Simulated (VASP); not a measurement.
Here is the system:

```yaml
crystal:
  lattice:
    - [2.11135, 1.21899, 6.84320]
    - [-2.11135, 1.21899, 6.84320]
    - [0.00000, -2.43797, 6.84320]
  atoms:
    - { symbol: Na, position: [0.50000, 0.50000, 0.50000] }
    - { symbol: Ce, position: [0.00000, 0.00000, 0.00000] }
    - { symbol: Se, position: [0.74563, 0.74563, 0.74563] }
    - { symbol: Se, position: [0.25437, 0.25437, 0.25437] }
```

These are PBEsol GGA, VASP's PBE PAW potentials (set 64) (plane waves; VASP 6.6.1) values and carry that method's errors. Numerical set-up: 400 eV cut-off, 10×10×10 Γ-centred mesh, tetrahedra with Blöchl corrections, potentials Na_pv Ce Se.

The run has a spin-polarised start.

Question: The job: NaCeSe$_{2}$ (space group R-3m), 4 atoms, PBEsol, static run, 400 eV, 10×10×10 Γ-centred mesh. Roughly how much core time does it take on a busy server core?

Answer: About 20 core-minutes (one run on a shared machine, a rough figure). It had 116 irreducible k-points, 19 bands, up to 1938 plane waves and 26 electronic steps.

The structure comes from a computed database's NaCeSe2 entry (R-3m); how it stands against other phases isn't given here. It was relaxed first.
